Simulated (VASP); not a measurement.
Computed with PBE GGA, VASP's PBE PAW potentials (set 64) (plane waves; VASP).

A VASP calculation is set up with these files.

File POSCAR:
```
Tc3Ag
1
    0.0000000000     3.3782460000     3.3782460000
    3.3782460000     0.0000000000     3.3782460000
    3.3782460000     3.3782460000     0.0000000000
Ag Tc
1 3
Direct
  0.0000000000   0.0000000000   0.0000000000
  0.5000000000   0.5000000000   0.5000000000
  0.2500000000   0.2500000000   0.2500000000
  0.7500000000   0.7500000000   0.7500000000
```

### KPOINTS
```
Automatic mesh
0
Gamma
4 4 4
0 0 0
```

**INCAR**
```
LREAL = .FALSE.   ! projection in real space or not
LASPH = .TRUE.
LWAVE = .FALSE.
LMAXMIX = 4   ! l cut-off of mixed one-centre charges
GGA = PE   ! PBE
SYSTEM = Tc3Ag
SIGMA = 0.1   ! width (eV)
EDIFF = 1E-6   ! SCF stop (eV)
NELM = 100
ENCUT = 300   ! plane-wave cut-off (eV)
ISMEAR = -1
PREC = Accurate
LCHARG = .FALSE.
ISIF = 2   ! forces and stress, cell fixed
ALGO = Normal
```

POTCAR, in this order: Ag Tc_pv (PBE.64 set). Program: vasp_std.

Output

File OUTCAR:
```
 ion  position               nearest neighbor table
   1  0.000  0.000  0.000-   4 2.93   4 2.93   4 2.93   3 2.93   3 2.93   3 2.93   4 2.93   3 2.93
                             2 3.38   2 3.38   2 3.38   2 3.38   2 3.38   2 3.38
   2  0.500  0.500  0.500-   3 2.93   3 2.93   3 2.93   4 2.93   4 2.93   4 2.93   4 2.93   3 2.93
                             1 3.38   1 3.38   1 3.38   1 3.38   1 3.38   1 3.38
   3  0.250  0.250  0.250-   1 2.93   1 2.93   1 2.93   2 2.93   2 2.93   2 2.93   2 2.93   1 2.93
                             4 3.38   4 3.38   4 3.38   4 3.38   4 3.38   4 3.38
   4  0.750  0.750  0.750-   2 2.93   2 2.93   2 2.93   1 2.93   1 2.93   1 2.93   2 2.93   1 2.93
                             3 3.38   3 3.38   3 3.38   3 3.38   3 3.38   3 3.38
  LATTYP: Found a face centered cubic cell.
 ALAT       =     6.7564920000
 Subroutine PRICEL returns:
 Original cell was already a primitive cell.
 Subroutine GETGRP returns: Found 48 space group operations
The static configuration has the point symmetry O_h .
The dynamic configuration has the point symmetry O_h .
 Subroutine INISYM returns: Found 48 space group operations
 Subroutine IBZKPT returns following result:
 Found      8 irreducible k-points:

 Following reciprocal coordinates:
            Coordinates               Weight
  0.000000  0.000000  0.000000      1.000000
  0.250000  0.000000  0.000000      8.000000
  0.500000  0.000000  0.000000      4.000000
...
```

File OSZICAR:
```
       N       E                     dE             d eps       ncg     rms          rms(c)
DAV:   1     0.418185635600E+03    0.41819E+03   -0.22591E+04   568   0.107E+03
DAV:   2    -0.170499398900E+02   -0.43524E+03   -0.42442E+03   522   0.365E+02
DAV:   3    -0.319310452929E+02   -0.14881E+02   -0.14333E+02   650   0.704E+01
DAV:   4    -0.322100794548E+02   -0.27903E+00   -0.27525E+00   530   0.849E+00
DAV:   5    -0.322192582671E+02   -0.91788E-02   -0.91610E-02   582   0.123E+00    0.175E+01
DAV:   6    -0.299891400699E+02    0.22301E+01   -0.12849E+01   526   0.250E+01    0.750E+00
DAV:   7    -0.314974678194E+02   -0.15083E+01   -0.12583E+01   592   0.188E+01    0.129E+01
DAV:   8    -0.295439623955E+02    0.19535E+01   -0.44449E+00   564   0.104E+01    0.273E+00
DAV:   9    -0.295325580177E+02    0.11404E-01   -0.21677E-01   598   0.310E+00    0.855E-01
DAV:  10    -0.295271024455E+02    0.54556E-02   -0.19357E-02   574   0.120E+00    0.347E-01
DAV:  11    -0.295266587521E+02    0.44369E-03   -0.37582E-03   590   0.419E-01    0.883E-02
DAV:  12    -0.295266714345E+02   -0.12682E-04   -0.22649E-04   542   0.985E-02    0.212E-02
DAV:  13    -0.295266696963E+02    0.17382E-05   -0.50830E-05   484   0.637E-02    0.510E-03
DAV:  14    -0.295266690173E+02    0.67900E-06   -0.31143E-06   392   0.128E-02
   1 F= -.29526669E+02 E0= -.29426671E+02  d E =-.199997E+00
```

**OUTCAR**
```
------------------------ aborting loop because EDIFF is reached ----------------------------------------
  FORCE on cell =-STRESS in cart. coord.  units (eV):
  Direction    XX          YY          ZZ          XY          YZ          ZX
  --------------------------------------------------------------------------------------
  Total      -15.4730706    -15.4730706    -15.4730706     -0.0000000     -0.0000000      0.0000000
  in kB     -321.5017053   -321.5017053   -321.5017053     -0.0000000     -0.0000000      0.0000000
  external PRESSURE =    -321.5017053 kB  Pullay stress =       0.0000000 kB
  volume of cell :       77.11
      direct lattice vectors                 reciprocal lattice vectors
     0.000000000  3.378246000  3.378246000    -0.148005799  0.148005799  0.148005799
     3.378246000  0.000000000  3.378246000     0.148005799 -0.148005799  0.148005799
     3.378246000  3.378246000  0.000000000     0.148005799  0.148005799 -0.148005799
 POSITION                                       TOTAL-FORCE (eV/Angst)
 -----------------------------------------------------------------------------------
      0.00000      0.00000      0.00000         0.000000      0.000000      0.000000
      3.37825      3.37825      3.37825         0.000000      0.000000      0.000000
      1.68912      1.68912      1.68912        -0.000000     -0.000000     -0.000000
      5.06737      5.06737      5.06737         0.000000      0.000000     -0.000000
 -----------------------------------------------------------------------------------
    total drift:                                0.000000      0.000000      0.000000
  FREE ENERGIE OF THE ION-ELECTRON SYSTEM (eV)
  ---------------------------------------------------
  free  energy   TOTEN  =       -29.5266690173 eV

  energy  without entropy=      -29.3266725095  energy(sigma->0) =      -29.42667076
```
(Selected blocks of OUTCAR.)

At this cut-off the stress carries a Pulay error, which pulls relaxed volumes low.

The structure was generated: Tc3Ag was put into an ordered model structure, which need not be its known phase. The cell was not relaxed at this level. The k-mesh is coarse (spacing up to 0.40 per Å, 2π included), so the numbers may not be converged in it. The run is one of a series of settings (KPOINTS 4×4×4 Γ-centred mesh against the base run), some of them coarse on purpose.
